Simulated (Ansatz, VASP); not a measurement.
# Bi (Bismuth): VASP beside Ansatz, part 2 of 2

One calculation is typed for both programs; each brings its own data sets and cutoff. How far apart do they land? The cell is taken from a series of VASP runs on this material, whose earlier steps may have relaxed, scaled or displaced it; both programs get it as it stands.

VASP 6.6.1 and Ansatz 0.2.0.

So far. Step 3 (Ansatz: single point, PBE with D3(BJ)): The run ends at a pressure of 0.11 GPa, with forces up to 0.095 eV/Å.

### Step 6. VASP: band structure, PBE with D3(BJ), spin-orbit coupling

Level of this step: PBE with D3(BJ), spin-orbit coupling; plane waves and PAW (Bi_d) (VASP).

The same cell, functional, mesh and smearing now go to VASP, with its own data sets and cutoff.

The input, INCAR:

```
SYSTEM = Bi
PREC = Accurate
ENCUT = 400
EDIFF = 1E-06
NELM = 100
ISMEAR = 1
SIGMA = 0.2
LREAL = .FALSE.
ALGO = Normal
GGA = PE
IVDW = 12
LNONCOLLINEAR = .TRUE.
MAGMOM = 0 0 0 0 0 0
NBANDS = 42
GGA_COMPAT = .FALSE.
LASPH = .TRUE.
LSORBIT = .TRUE.
LORBIT = 11
LWAVE = .FALSE.
LCHARG = .FALSE.
KPAR = 2
```

The input, POSCAR:

```
Bi
1.0
    2.2618404156      1.3058741728      3.9235669357
   -2.2618404156      1.3058741728      3.9235669357
    0.0000000000     -2.6117483457      3.9235669357
Bi
2
Direct
    0.2354673331      0.2354673331      0.2354673331
    0.7645326669      0.7645326669      0.7645326669
```

The input, KPOINTS:

```
Automatic mesh
0
Gamma
5 5 5
0 0 0
```

The input, KPOINTS_OPT:

```
Line mode
16
Line-mode
Reciprocal
  0.00000000   0.00000000   0.00000000 GAMMA
  0.50000000   0.00000000   0.00000000 L

  0.50000000   0.00000000   0.00000000 L
  0.50000000   0.24051646  -0.24051646 B1

  0.75948354   0.50000000   0.24051646 B
  0.50000000   0.50000000   0.50000000 Z

  0.50000000   0.50000000   0.50000000 Z
  0.00000000   0.00000000   0.00000000 GAMMA

  0.00000000   0.00000000   0.00000000 GAMMA
  0.37025823   0.00000000  -0.37025823 X

  0.62974177   0.37025823   0.00000000 Q
  0.50000000   0.50000000   0.00000000 F

  0.50000000   0.50000000   0.00000000 F
  0.62974177   0.62974177   0.24051646 P1

  0.62974177   0.62974177   0.24051646 P1
  0.50000000   0.50000000   0.50000000 Z

  0.50000000   0.00000000   0.00000000 L
  0.75948354   0.37025823   0.37025823 P
```

The projector-augmented-wave data sets are Bi_d (PBE family, release 64).

Run with:

```
mpirun -np 2 vasp_ncl
```

Numbers of over 12 decimals in the logs are rounded to 6 here.

What it wrote:

```text
[... set-up lines as in an earlier step ...]
 entering main loop
       N       E                     dE             d eps       ncg     rms          rms(c)
DAV:   1     0.332443983955E+03    0.33244E+03   -0.13647E+04  1604   0.148E+03
DAV:   2     0.293628216328E+02   -0.30308E+03   -0.29560E+03  1620   0.445E+02
DAV:   3    -0.758487867143E+01   -0.36948E+02   -0.36311E+02  1858   0.180E+02
DAV:   4    -0.930589597179E+01   -0.17210E+01   -0.17146E+01  1870   0.420E+01
[...]
DAV:  10    -0.938657061779E+01   -0.12060E-04   -0.33062E-05  1836   0.424E-02    0.939E-03
DAV:  11    -0.938657255505E+01   -0.19373E-05   -0.72628E-06  1560   0.159E-02    0.535E-03
DAV:  12    -0.938657281085E+01   -0.25579E-06   -0.76916E-07  1352   0.714E-03
   1 F= -.10305012E+02 E0= -.10305263E+02  d E =0.753386E-03  mag=    -0.0000     0.0000     0.0000
 Start KPOINTS_OPT (optional k-point list driver)
k-point batch [1-19\144]
       N       E                     dE             ncg
DAV:   1     0.647212033851E+03   -0.58542E+04     1596
DAV:   2    -0.505726172391E+04   -0.57045E+04     1604
DAV:   3    -0.578586923325E+04   -0.72861E+03     1768
DAV:   4    -0.582143353629E+04   -0.35564E+02     1884
DAV:   5    -0.582328968946E+04   -0.18562E+01     2248
DAV:   6    -0.582333185067E+04   -0.42161E-01     2296
DAV:   7    -0.582333294019E+04   -0.10895E-02     2398
DAV:   8    -0.582333296308E+04   -0.22889E-04     2378
DAV:   9    -0.582333296352E+04   -0.44302E-06     1310
[...]
k-point batch [134-144\144]
       N       E                     dE             ncg
DAV:   1     0.550061245037E+04   -0.78981E+04      924
DAV:   2     0.215799268613E+04   -0.33426E+04      924
DAV:   3     0.175401963084E+04   -0.40397E+03     1090
DAV:   4     0.173513874023E+04   -0.18881E+02     1056
DAV:   5     0.173411288739E+04   -0.10259E+01     1244
DAV:   6     0.173408243692E+04   -0.30450E-01     1286
DAV:   7     0.173408157854E+04   -0.85838E-03     1324
DAV:   8     0.173408156190E+04   -0.16634E-04     1348
DAV:   9     0.173408156166E+04   -0.23956E-06      690
```

Parts of OUTCAR (step 6):

```text
 Edisp (eV)   -0.91844

  Total       0.43661     0.43661     0.17038     0.00000    -0.00000     0.00000
  in kB      10.06027    10.06027     3.92586     0.00000    -0.00000     0.00000
  external pressure =        8.02 kB  Pullay stress =        0.00 kB

 POSITION                                       TOTAL-FORCE (eV/Angst)
 -----------------------------------------------------------------------------------
      0.00000     -0.00000      2.77162         0.000000     -0.000000      0.084969
      0.00000     -0.00000      8.99909         0.000000      0.000000     -0.084969
 -----------------------------------------------------------------------------------
    total drift:                               -0.000000     -0.000000     -0.000000

  FREE ENERGIE OF THE ION-ELECTRON SYSTEM (eV)
  ---------------------------------------------------
  free  energy   TOTEN  =       -10.3050116129 eV

  energy  without entropy=      -10.3057649985  energy(sigma->0) =      -10.30526274

 magnetization (x)
# of ion       s       p       d       tot
------------------------------------------
    1        0.000  -0.000  -0.000  -0.000
    2        0.000  -0.000  -0.000  -0.000
--------------------------------------------------
tot          0.000  -0.000  -0.000  -0.000

 magnetization (y)
# of ion       s       p       d       tot
------------------------------------------
    1        0.000   0.000   0.000   0.000
    2        0.000   0.000   0.000   0.000
--------------------------------------------------
tot          0.000   0.000   0.000   0.000

 magnetization (z)
# of ion       s       p       d       tot
------------------------------------------
    1        0.000   0.000   0.000   0.000
    2        0.000   0.000   0.000   0.000
--------------------------------------------------
tot          0.000   0.000   0.000   0.000

[... 1 part as in an earlier step ...]

[... 2 further parts left out ...]
[key lines of the parts left out:]
E-fermi :   6.4305
```

The run ends at a pressure of 0.80 GPa, with forces up to 0.085 eV/Å.

### Step 7. Differences

What differs besides the data sets and the points named for the pairs above, as far as they apply: spin-orbit coupling enters by fully relativistic files in Ansatz and inside the spheres in VASP. Total energies have different zeros and are not compared.

The two programs side by side:

```csv
quantity,Ansatz,VASP,difference
pressure (GPa),0.96,0.80,+0.16
```

Forces (eV/Å; atoms numbered as in POSCAR):

```csv
atom,"Ansatz x, y, z","VASP x, y, z"
Bi1,"0.000, 0.000, 0.080","0.000, 0.000, 0.085"
Bi2,"0.000, 0.000, -0.080","0.000, 0.000, -0.085"
```

The forces differ by 2.7 meV/Å r.m.s., which is 5.4 % of the r.m.s. force of 0.05 eV/Å (both taken over all components). Levels from 3 eV below to 2 eV above the Fermi level differ by 82 meV r.m.s. and 218 meV at most; each VASP level is matched to the nearest of Ansatz, which flatters the figure a little.

### Step 8. What the set-up changes

Further runs change the set-up of one program: Ansatz's method, potentials or start, or VASP's data sets, cutoff or form of LDA. The table gives Ansatz less VASP for each quantity, since a change that brings one quantity closer may part another.

```csv
run,r.m.s. force difference (meV/Å),pressure (GPa)
as above,2.7,0.16
Ansatz's larger PAW set (cutoff 600 eV),0.87,0.18
norm-conserving potentials (cutoff 898 eV),5.4,0.17
```

### Step 9. Ansatz: electric field gradients, PBE with D3(BJ)

Field gradients test the density near the nuclei, where the PAW reconstruction matters most.

The cell is taken from a series of VASP runs on this material, whose earlier steps may have relaxed, scaled or displaced it; both programs get it as it stands.

The input, input.yaml:

```yaml
crystal:
  lattice:
    - [2.2618404156, 1.3058741728, 3.9235669357]
    - [-2.2618404156, 1.3058741728, 3.9235669357]
    - [0.0, -2.6117483457, 3.9235669357]
  atoms:
    - { symbol: Bi, position: [0.2354673331, 0.2354673331, 0.2354673331] }
    - { symbol: Bi, position: [0.7645326669, 0.7645326669, 0.7645326669] }
hamiltonian:
  xc: pbe
  pseudopotentials: { kind: paw }
  dispersion: d3bj
kpoints:
  mp_grid: { grid: [6, 6, 6] }
scf:
  occupations: { method: methfessel_paxton, width: 0.2 }
  n_extra_bands: 4
output:
  forces: true
  stress: true
  eigenvalues: true
  efg: {}
```

Run with:

```
ansatz run input.yaml --threads 2 --pin off --max-ram 4608MiB --backend cpu --events-out ev --progress --plain --runs-dir out
```

What it wrote:

```text
[...]
Bi: output.efg is read without spin–orbit coupling, which moves field gradients at and beside such atoms by some per cent and up to a factor of two; PAW files take it under magnetization.noncollinear and magnetization.spin_orbit
[...]
Crystal: 2 atoms, lattice volume = 69.534 Å³
[...]
--- Band table (eV; the first three rows and the last of 32) ---
  k-point 0: bands = [... 11 lower, 2.4960, 8.3652, 8.6861, 8.6861, 12.5356, 12.9099, 12.9099, 15.4551]
  k-point 1: bands = [... 11 lower, 1.8980, 8.4690, 8.6831, 8.7321, 11.7826, 12.1417, 12.2869, 14.9255]
  k-point 2: bands = [... 11 lower, 0.5495, 8.5435, 8.7324, 9.0792, 10.4411, 11.0314, 11.2715, 15.7816]
  k-point 31: bands = [... 11 lower, -0.1295, 9.0682, 9.3478, 9.3478, 10.5204, 10.5204, 10.5769, 17.0265]
[key lines of the parts left out:]
SCF converged after 6 iterations
Free energy (F): -24794.015134 eV
Fermi energy:    9.840676 eV
P = ⅓ Tr σ = 0.0954 GPa (0.954 kbar)
```

Run time: 3.6 s. Hardware: 2 threads of Arm Neoverse N1, shared host; peak memory 0.4 GiB.

The run ends at a pressure of 0.10 GPa, with forces up to 0.0034 eV/Å.

### Step 10. VASP: electric field gradients, PBE with D3(BJ)

The same cell, functional, mesh and smearing now go to VASP, with its own data sets and cutoff.

The input, INCAR:

```
SYSTEM = Bi
PREC = Accurate
ENCUT = 400
EDIFF = 1E-07
NELM = 100
ISMEAR = 1
SIGMA = 0.2
LREAL = .FALSE.
ALGO = Normal
GGA = PE
IVDW = 12
NBANDS = 21
LORBIT = 11
LWAVE = .FALSE.
LCHARG = .FALSE.
KPAR = 2
LEFG = .TRUE.
LASPH = .TRUE.
```

POSCAR is that of step 6.

The input, KPOINTS:

```
Automatic mesh
0
Gamma
6 6 6
0 0 0
```

Run with:

```
mpirun -np 2 vasp_std
```

What it wrote:

```text
[... set-up lines as in an earlier step ...]
 entering main loop
       N       E                     dE             d eps       ncg     rms          rms(c)
DAV:   1     0.282701933275E+03    0.28270E+03   -0.14394E+04  1349   0.146E+03
DAV:   2     0.148949705677E+02   -0.26781E+03   -0.26260E+03  1399   0.406E+02
DAV:   3    -0.703959004610E+01   -0.21935E+02   -0.21748E+02  1604   0.138E+02
DAV:   4    -0.774759477622E+01   -0.70800E+00   -0.70776E+00  1699   0.276E+01
[...]
DAV:  10    -0.776836842475E+01    0.11998E-05   -0.97940E-06  1524   0.301E-02    0.214E-03
DAV:  11    -0.776836895788E+01   -0.53313E-06   -0.70303E-07  1370   0.671E-03    0.114E-03
DAV:  12    -0.776836887698E+01    0.80901E-07   -0.18384E-07  1233   0.305E-03
ion   1
     0.0000000     0.0000000    -0.0000000    -0.0442813    -0.0000000    -0.0000000
     0.0000690     0.0000000    -0.0000000    -0.0442813    -0.0000000    -0.0000000
     0.0000950     0.0000000    -0.0000000    -0.0442813    -0.0000000    -0.0000000
     0.0001308     0.0000000    -0.0000000    -0.0442813    -0.0000000    -0.0000000
[...]
0.0000000    -0.0000000    -0.0000001    18.4553489    -0.0000000    -0.0000002
     0.0000690    -0.0000000    -0.0000001    18.4211925    -0.0000000    -0.0000002
     0.0000950    -0.0000000    -0.0000001    18.4053907    -0.0000000    -0.0000002
     0.0001308    -0.0000000    -0.0000001    18.3816006    -0.0000000    -0.0000002
     0.0001801    -0.0000000    -0.0000001    18.3459407    -0.0000000    -0.0000002

ion   2
     0.0000000     0.0000000    -0.0000000    -0.0442813     0.0000000    -0.0000000
     0.0000690     0.0000000    -0.0000000    -0.0442813     0.0000000    -0.0000000
     0.0000950     0.0000000    -0.0000000    -0.0442813     0.0000000    -0.0000000
     0.0001308     0.0000000    -0.0000000    -0.0442813     0.0000000    -0.0000000
     0.0001801     0.0000000    -0.0000000    -0.0442813     0.0000000    -0.0000000

     0.0000000    -0.0000000    -0.0000001    18.4553489    -0.0000000    -0.0000002
     0.0000690    -0.0000000    -0.0000001    18.4211925    -0.0000000    -0.0000002
     0.0000950    -0.0000000    -0.0000001    18.4053907    -0.0000000    -0.0000002
     0.0001308    -0.0000000    -0.0000001    18.3816006    -0.0000000    -0.0000002
     0.0001801    -0.0000000    -0.0000001    18.3459407    -0.0000000    -0.0000002

   1 F= -.86868077E+01 E0= -.86866256E+01  d E =-.546271E-03
```

Parts of OUTCAR (step 10):

```text
 Edisp (eV)   -0.91844

  Total       0.00169     0.00169    -0.00016     0.00000     0.00000     0.00000
  in kB       0.03897     0.03897    -0.00371     0.00000     0.00000     0.00000
  external pressure =        0.02 kB  Pullay stress =        0.00 kB

 POSITION                                       TOTAL-FORCE (eV/Angst)
 -----------------------------------------------------------------------------------
      0.00000     -0.00000      2.77162         0.000000     -0.000000      0.003236
      0.00000     -0.00000      8.99909         0.000000      0.000000     -0.003236
 -----------------------------------------------------------------------------------
    total drift:                               -0.000000      0.000000     -0.000000

  FREE ENERGIE OF THE ION-ELECTRON SYSTEM (eV)
  ---------------------------------------------------
  free  energy   TOTEN  =        -8.6868076790 eV

  energy  without entropy=       -8.6862614080  energy(sigma->0) =       -8.68662559

[... 1 part as in an earlier step ...]

[... 2 further parts left out ...]
[key lines of the parts left out:]
E-fermi :   6.4129
```

The run ends at a pressure of 0.00 GPa, with forces up to 0.0032 eV/Å.

### Step 11. Side by side

What differs besides the data sets and the points named for the pairs above, as far as they apply: Ansatz adds the response of the frozen cores to the gradients, VASP leaves it out. Total energies have different zeros and are not compared.

Both answers:

```csv
quantity,Ansatz,VASP,difference
pressure (GPa),0.10,0.00,+0.09
Vzz at Bi1 (V/Å²),-24.8,-23.2,-1.6
Vzz at Bi2 (V/Å²),-24.8,-23.2,-1.6
```

At this near-relaxed geometry the largest component of a force difference is 7 meV/Å. Ansatz's pressure holds a Pulay correction of 0.03 GPa; VASP's holds none.

### Step 12. Summary of results

| Property | Result |
| --- | --- |
| r.m.s. force difference (single point, PBE with D3(BJ)) | 4.6 meV/Å |
| r.m.s. difference of levels near the Fermi level (band structure, PBE with D3(BJ), spin-orbit coupling) | 82 meV |
| difference in Vzz at Bi1 (electric field gradients, PBE with D3(BJ)) | -1.6 V/Å² |

**Reading.** The r.m.s. difference of levels near the Fermi level is 82 meV (band structure, PBE with D3(BJ), spin-orbit coupling), at about the 80 meV picked in this series as the mark of a large difference. Band structure, PBE with D3(BJ), spin-orbit coupling, Ansatz's larger PAW set (cutoff 600 eV): r.m.s. force difference goes from 2.7 to 0.87 meV/Å. Band structure, PBE with D3(BJ), spin-orbit coupling, norm-conserving potentials (cutoff 898 eV): r.m.s. force difference goes from 2.7 to 5.4 meV/Å. 1 further run of this series is not shown here. How closely two codes agree says nothing of how well the functional describes the real material.

[Lines on the potential files, build, host, timing and source positions are cut from VASP's logs without a mark.]

[Logs are printed without paths, hosts, clocks, repeated set-up lines and the standing remarks that a program may print on its own settings, such as how far it seeks lower states.]

[Hosts, paths, dates, database ids (printed as entryN), source tags and the programs' standing remarks are cut or masked in the printed files.]
